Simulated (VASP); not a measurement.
Calculation: PBE GGA, VASP's PBE PAW potentials (set 64) (plane waves; VASP 6.6.1).

A VASP calculation is set up with these files.

**POSCAR**
```
Tb
1
    3.6410980000     0.0000000000     0.0000000000
   -1.8205490000     3.1532830000     0.0000000000
    0.0000000000     0.0000000000    11.7152560000
Tb
4
Direct
  0.0000000000   0.0000000000   0.0000000000
  0.0000000000   0.0000000000   0.5000000000
  0.3333330000   0.6666670000   0.2500000000
  0.6666670000   0.3333330000   0.7500000000
```

KPOINTS:
```
Automatic mesh
0
Gamma
7 7 2
0 0 0
```

**INCAR**
```
SYSTEM = Tb
PREC = Accurate; ENCUT = 300; LREAL = .False.
LASPH = .True.
EDIFF = 1E-6; NELM = 100; ALGO = Normal
LMAXMIX = 6
ISMEAR = -1; SIGMA = 0.1
GGA = PE
ISPIN = 2; MAGMOM = 4*6.0
ISIF = 2
LWAVE = .False.; LCHARG = .False.; LORBIT = 11
```

POTCAR, in this order: Tb (PBE.64 set). Program: vasp_std.

The run wrote:

### OSZICAR
```
...
DAV:  12    -0.712088738119E+02    0.44826E+02   -0.10899E+01  5000   0.217E+01    0.159E+02
DAV:  13    -0.354826016524E+02    0.35726E+02   -0.12912E+01  6027   0.264E+01    0.914E+01
DAV:  14    -0.336167493211E+02    0.18659E+01   -0.65520E+00  6829   0.126E+01    0.925E+01
DAV:  15    -0.378285571592E+02   -0.42118E+01   -0.21524E+00  6127   0.701E+00    0.982E+01
DAV:  16    -0.395356045324E+02   -0.17070E+01   -0.24950E-01  6380   0.233E+00    0.101E+02
DAV:  17    -0.384778031124E+02    0.10578E+01   -0.10495E+00  5191   0.870E+00    0.880E+01
DAV:  18    -0.382942639030E+02    0.18354E+00   -0.12934E+00  5482   0.112E+01    0.706E+01
DAV:  19    -0.434978361859E+02   -0.52036E+01   -0.49377E+00  5673   0.149E+01    0.493E+01
DAV:  20    -0.404561291527E+02    0.30417E+01   -0.28924E+00  5541   0.145E+01    0.386E+01
DAV:  21    -0.403420783730E+02    0.11405E+00   -0.12368E+00  5417   0.119E+01    0.320E+01
DAV:  22    -0.405317331241E+02   -0.18965E+00   -0.10320E+00  6154   0.543E+00    0.286E+01
DAV:  23    -0.405192583562E+02    0.12475E-01   -0.25106E-01  6345   0.330E+00    0.280E+01
DAV:  24    -0.402718609154E+02    0.24740E+00   -0.59780E-02  6294   0.206E+00    0.279E+01
DAV:  25    -0.398158040813E+02    0.45606E+00   -0.36071E-02  5811   0.340E+00    0.274E+01
DAV:  26    -0.380910160957E+02    0.17248E+01   -0.49543E-01  4987   0.118E+01    0.221E+01
DAV:  27    -0.372692828854E+02    0.82173E+00   -0.55283E-01  5532   0.581E+00    0.157E+01
DAV:  28    -0.372807742131E+02   -0.11491E-01   -0.14946E-01  6121   0.192E+00    0.153E+01
DAV:  29    -0.372423330427E+02    0.38441E-01   -0.16628E-02  6576   0.554E-01    0.154E+01
DAV:  30    -0.372297155399E+02    0.12618E-01   -0.95925E-04  6357   0.133E-01    0.155E+01
DAV:  31    -0.372289392614E+02    0.77628E-03   -0.34882E-04  5735   0.114E-01    0.157E+01
DAV:  32    -0.372794756808E+02   -0.50536E-01   -0.31363E-02  5185   0.103E+00    0.183E+01
DAV:  33    -0.372690831440E+02    0.10393E-01   -0.51542E-01  4811   0.347E+00    0.143E+01
DAV:  34    -0.371953774788E+02    0.73706E-01   -0.36541E-02  5034   0.139E+00    0.131E+01
DAV:  35    -0.371235780711E+02    0.71799E-01   -0.96307E-03  5806   0.583E-01    0.126E+01
DAV:  36    -0.371071761455E+02    0.16402E-01   -0.21265E-02  5301   0.101E+00    0.140E+01
DAV:  37    -0.370702409455E+02    0.36935E-01   -0.66769E-03  5968   0.466E-01    0.145E+01
DAV:  38    -0.370871089939E+02   -0.16868E-01   -0.72707E-02  5321   0.137E+00    0.194E+01
DAV:  39    -0.370916677274E+02   -0.45587E-02   -0.20346E-02  5369   0.979E-01    0.181E+01
DAV:  40    -0.370647748865E+02    0.26893E-01   -0.97385E-02  5084   0.130E+00    0.228E+01
DAV:  41    -0.371685451931E+02   -0.10377E+00   -0.56765E-02  5274   0.142E+00    0.260E+01
DAV:  42    -0.371012048453E+02    0.67340E-01   -0.29355E-02  5596   0.104E+00    0.244E+01
DAV:  43    -0.371464159995E+02   -0.45211E-01   -0.14881E-02  6075   0.579E-01    0.258E+01
DAV:  44    -0.371274124018E+02    0.19004E-01   -0.40586E-03  5739   0.308E-01    0.263E+01
DAV:  45    -0.370636974781E+02    0.63715E-01   -0.13826E-02  5668   0.515E-01    0.243E+01
DAV:  46    -0.371960069236E+02   -0.13231E+00   -0.15139E-01  5478   0.179E+00    0.253E+01
DAV:  47    -0.372211186295E+02   -0.25112E-01   -0.48028E-02  5046   0.929E-01    0.243E+01
DAV:  48    -0.372210680900E+02    0.50540E-04   -0.19016E-02  5339   0.789E-01    0.239E+01
DAV:  49    -0.371731586721E+02    0.47909E-01   -0.11462E-02  5640   0.723E-01    0.231E+01
DAV:  50    -0.372012900600E+02   -0.28131E-01   -0.24610E-02  5705   0.890E-01    0.246E+01
DAV:  51    -0.372338492538E+02   -0.32559E-01   -0.16257E-01  5204   0.228E+00    0.338E+01
DAV:  52    -0.374880818499E+02   -0.25423E+00   -0.62203E-02  5590   0.124E+00    0.391E+01
DAV:  53    -0.373993639786E+02    0.88718E-01   -0.11994E-02  5638   0.550E-01    0.396E+01
DAV:  54    -0.373567213008E+02    0.42643E-01   -0.26348E-03  6102   0.255E-01    0.396E+01
DAV:  55    -0.373764512107E+02   -0.19730E-01   -0.18087E-03  5835   0.338E-01    0.401E+01
DAV:  56    -0.375090620485E+02   -0.13261E+00   -0.18697E+00  5443   0.657E+00    0.244E+01
DAV:  57    -0.377577137523E+02   -0.24865E+00   -0.34200E-01  5290   0.497E+00    0.256E+01
DAV:  58    -0.376959244088E+02    0.61789E-01   -0.15797E-01  5493   0.275E+00    0.207E+01
DAV:  59    -0.377355993771E+02   -0.39675E-01   -0.22942E-01  6011   0.232E+00    0.199E+01
DAV:  60    -0.378644140083E+02   -0.12881E+00   -0.46615E-02  5657   0.155E+00    0.195E+01
DAV:  61    -0.379375388720E+02   -0.73125E-01   -0.22065E-01  5634   0.365E+00    0.197E+01
DAV:  62    -0.380890654526E+02   -0.15153E+00   -0.20648E-01  5983   0.294E+00    0.239E+01
DAV:  63    -0.380758471060E+02    0.13218E-01   -0.29152E-02  5767   0.139E+00    0.243E+01
DAV:  64    -0.380745820983E+02    0.12650E-02   -0.78461E-03  6359   0.640E-01    0.251E+01
DAV:  65    -0.380475679161E+02    0.27014E-01   -0.46657E-03  6044   0.404E-01    0.250E+01
DAV:  66    -0.382988058866E+02   -0.25124E+00   -0.15008E-01  5033   0.261E+00    0.269E+01
DAV:  67    -0.382660039186E+02    0.32802E-01   -0.16081E-02  5560   0.817E-01    0.268E+01
DAV:  68    -0.381270793269E+02    0.13892E+00   -0.12444E-02  5397   0.157E+00    0.263E+01
DAV:  69    -0.378493793446E+02    0.27770E+00   -0.65618E-02  5537   0.263E+00    0.234E+01
DAV:  70    -0.374391595171E+02    0.41022E+00   -0.10518E+00  5630   0.747E+00    0.189E+01
DAV:  71    -0.378211028288E+02   -0.38194E+00   -0.75429E-01  5403   0.469E+00    0.204E+01
DAV:  72    -0.379933944411E+02   -0.17229E+00   -0.99994E-02  5801   0.226E+00    0.222E+01
DAV:  73    -0.379611163263E+02    0.32278E-01   -0.32047E-02  5616   0.928E-01    0.229E+01
DAV:  74    -0.379314663199E+02    0.29650E-01   -0.47907E-03  6374   0.569E-01    0.229E+01
DAV:  75    -0.379523459755E+02   -0.20880E-01   -0.24717E-03  6052   0.387E-01    0.238E+01
DAV:  76    -0.379467473505E+02    0.55986E-02   -0.12965E-01  5547   0.413E+00    0.265E+01
DAV:  77    -0.379013747723E+02    0.45373E-01   -0.19413E-02  5664   0.154E+00    0.256E+01
DAV:  78    -0.379534609024E+02   -0.52086E-01   -0.10007E-02  5511   0.119E+00    0.250E+01
DAV:  79    -0.379944471674E+02   -0.40986E-01   -0.16739E-02  5094   0.162E+00    0.246E+01
DAV:  80    -0.379795306342E+02    0.14917E-01   -0.35409E-03  5717   0.423E-01    0.243E+01
DAV:  81    -0.379669510868E+02    0.12580E-01   -0.15911E-02  5266   0.193E+00    0.252E+01
DAV:  82    -0.379627541663E+02    0.41969E-02   -0.31241E-03  5380   0.500E-01    0.247E+01
DAV:  83    -0.379804472484E+02   -0.17693E-01   -0.68710E-04  6589   0.317E-01    0.248E+01
DAV:  84    -0.379811946515E+02   -0.74740E-03   -0.52407E-04  6028   0.222E-01    0.249E+01
DAV:  85    -0.379504664360E+02    0.30728E-01   -0.10965E-02  5333   0.192E+00    0.230E+01
DAV:  86    -0.380529944454E+02   -0.10253E+00   -0.59245E-02  5377   0.614E+00    0.238E+01
DAV:  87    -0.380360174005E+02    0.16977E-01   -0.24274E-02  5907   0.192E+00    0.222E+01
DAV:  88    -0.380044345178E+02    0.31583E-01   -0.11345E-02  6083   0.119E+00    0.216E+01
DAV:  89    -0.381034202455E+02   -0.98986E-01   -0.43355E-02  4923   0.394E+00    0.231E+01
DAV:  90    -0.381188463327E+02   -0.15426E-01   -0.82165E-03  4917   0.619E-01    0.233E+01
DAV:  91    -0.375975913697E+02    0.52125E+00   -0.35505E-01  5455   0.715E+00    0.156E+01
DAV:  92    -0.376492812934E+02   -0.51690E-01   -0.16877E-01  5366   0.427E+00    0.115E+01
DAV:  93    -0.379792749804E+02   -0.32999E+00   -0.20482E-01  5297   0.378E+00    0.165E+01
DAV:  94    -0.379334019780E+02    0.45873E-01   -0.81903E-02  5606   0.247E+00    0.148E+01
DAV:  95    -0.378402543438E+02    0.93148E-01   -0.49362E-02  6033   0.233E+00    0.137E+01
DAV:  96    -0.377987675350E+02    0.41487E-01   -0.16238E-01  5875   0.336E+00    0.159E+01
DAV:  97    -0.378591249834E+02   -0.60357E-01   -0.71358E-02  5496   0.193E+00    0.152E+01
DAV:  98    -0.378748527823E+02   -0.15728E-01   -0.16766E-01  5225   0.277E+00    0.140E+01
DAV:  99    -0.378862496035E+02   -0.11397E-01   -0.29249E-02  5593   0.269E+00    0.128E+01
DAV: 100    -0.378781835585E+02    0.80660E-02   -0.17448E-02  5830   0.128E+00
   1 F= -.37878184E+02 E0= -.37404784E+02  d E =-.946799E+00  mag=    24.5908
```

### OUTCAR
```
------------------------ aborting loop EDIFF was not reached (unconverged)  ----------------------------
  FORCE on cell =-STRESS in cart. coord.  units (eV):
  Direction    XX          YY          ZZ          XY          YZ          ZX
  --------------------------------------------------------------------------------------
  Total       25.7514389     25.7514330      8.3606530      0.0000000      0.0000000      0.0000000
  in kB      306.7361649    306.7360937     99.5872359      0.0000000      0.0000000      0.0000000
  external PRESSURE =     237.6864982 kB  Pullay stress =       0.0000000 kB
  volume of cell :      134.51
      direct lattice vectors                 reciprocal lattice vectors
     3.641098000  0.000000000  0.000000000     0.274642429  0.158564899  0.000000000
    -1.820549000  3.153283000  0.000000000     0.000000000  0.317129798  0.000000000
     0.000000000  0.000000000 11.715256000     0.000000000  0.000000000  0.085358783
 POSITION                                       TOTAL-FORCE (eV/Angst)
 -----------------------------------------------------------------------------------
      0.00000      0.00000      0.00000         0.000000      0.000000     -0.000000
      0.00000      0.00000      5.85763         0.000000      0.000000     -0.000000
     -0.00000      2.10219      2.92881        -0.000000     -0.000000     -0.000000
      1.82055      1.05109      8.78644        -0.000000     -0.000000      0.000000
 -----------------------------------------------------------------------------------
    total drift:                                0.000000     -0.000000      0.000000
  FREE ENERGIE OF THE ION-ELECTRON SYSTEM (eV)
  ---------------------------------------------------
  free  energy   TOTEN  =       -37.8781835585 eV

  energy  without entropy=      -36.9313842029  energy(sigma->0) =      -37.40478388

 total charge

# of ion       s       p       d       f       tot
--------------------------------------------------
    1        2.081   5.577   0.452   8.718  16.828
    2        2.081   5.577   0.452   8.718  16.828
    3        2.082   5.577   0.454   7.803  15.916
    4        2.082   5.577   0.454   7.803  15.916
--------------------------------------------------
tot          8.326  22.308   1.813  33.042  65.488

 magnetization (x)

# of ion       s       p       d       f       tot
--------------------------------------------------
    1        0.002  -0.034   0.139   5.089   5.197
    2        0.002  -0.034   0.139   5.089   5.197
    3        0.001  -0.030   0.138   6.001   6.110
    4        0.001  -0.030   0.138   6.001   6.110
--------------------------------------------------
tot          0.007  -0.127   0.555  22.181  22.615
```
(Selected blocks of OUTCAR.)

**stdout**
```
...
DAV:  81    -0.379669510868E+02    0.12580E-01   -0.15911E-02  5266   0.193E+00    0.252E+01
DAV:  82    -0.379627541663E+02    0.41969E-02   -0.31241E-03  5380   0.500E-01    0.247E+01
DAV:  83    -0.379804472484E+02   -0.17693E-01   -0.68710E-04  6589   0.317E-01    0.248E+01
DAV:  84    -0.379811946515E+02   -0.74740E-03   -0.52407E-04  6028   0.222E-01    0.249E+01
DAV:  85    -0.379504664360E+02    0.30728E-01   -0.10965E-02  5333   0.192E+00    0.230E+01
DAV:  86    -0.380529944454E+02   -0.10253E+00   -0.59245E-02  5377   0.614E+00    0.238E+01
DAV:  87    -0.380360174005E+02    0.16977E-01   -0.24274E-02  5907   0.192E+00    0.222E+01
DAV:  88    -0.380044345178E+02    0.31583E-01   -0.11345E-02  6083   0.119E+00    0.216E+01
DAV:  89    -0.381034202455E+02   -0.98986E-01   -0.43355E-02  4923   0.394E+00    0.231E+01
DAV:  90    -0.381188463327E+02   -0.15426E-01   -0.82165E-03  4917   0.619E-01    0.233E+01
DAV:  91    -0.375975913697E+02    0.52125E+00   -0.35505E-01  5455   0.715E+00    0.156E+01
DAV:  92    -0.376492812934E+02   -0.51690E-01   -0.16877E-01  5366   0.427E+00    0.115E+01
DAV:  93    -0.379792749804E+02   -0.32999E+00   -0.20482E-01  5297   0.378E+00    0.165E+01
DAV:  94    -0.379334019780E+02    0.45873E-01   -0.81903E-02  5606   0.247E+00    0.148E+01
DAV:  95    -0.378402543438E+02    0.93148E-01   -0.49362E-02  6033   0.233E+00    0.137E+01
DAV:  96    -0.377987675350E+02    0.41487E-01   -0.16238E-01  5875   0.336E+00    0.159E+01
DAV:  97    -0.378591249834E+02   -0.60357E-01   -0.71358E-02  5496   0.193E+00    0.152E+01
DAV:  98    -0.378748527823E+02   -0.15728E-01   -0.16766E-01  5225   0.277E+00    0.140E+01
DAV:  99    -0.378862496035E+02   -0.11397E-01   -0.29249E-02  5593   0.269E+00    0.128E+01
DAV: 100    -0.378781835585E+02    0.80660E-02   -0.17448E-02  5830   0.128E+00

 -----------------------------------------------------------------------------
|                                                                             |
|           W    W    AA    RRRRR   N    N  II  N    N   GGGG   !!!           |
|           W    W   A  A   R    R  NN   N  II  NN   N  G    G  !!!           |
|           W    W  A    A  R    R  N N  N  II  N N  N  G       !!!           |
|           W WW W  AAAAAA  RRRRR   N  N N  II  N  N N  G  GGG   !            |
|           WW  WW  A    A  R   R   N   NN  II  N   NN  G    G                |
|           W    W  A    A  R    R  N    N  II  N    N   GGGG   !!!           |
|                                                                             |
|     The electronic self-consistency was not achieved in the given           |
|     number of steps (NELM). The forces and other quantities evaluated       |
|     might not be reliable so examine the results carefully. If you find     |
|     spurious results, we suggest increasing NELM, if you were close to      |
|     convergence or switching to a different ALGO or adjusting the           |
|     density mixing parameters otherwise.                                    |
|                                                                             |
 -----------------------------------------------------------------------------

   1 F= -.37878184E+02 E0= -.37404784E+02  d E =-.946799E+00  mag=    24.5908
```

The run did not converge; its last values are not results.

At this cut-off the stress carries a Pulay error, which pulls relaxed volumes low.

The structure was generated: Tb was put into an ordered model structure, which need not be its known phase. The cell was not relaxed at this level.
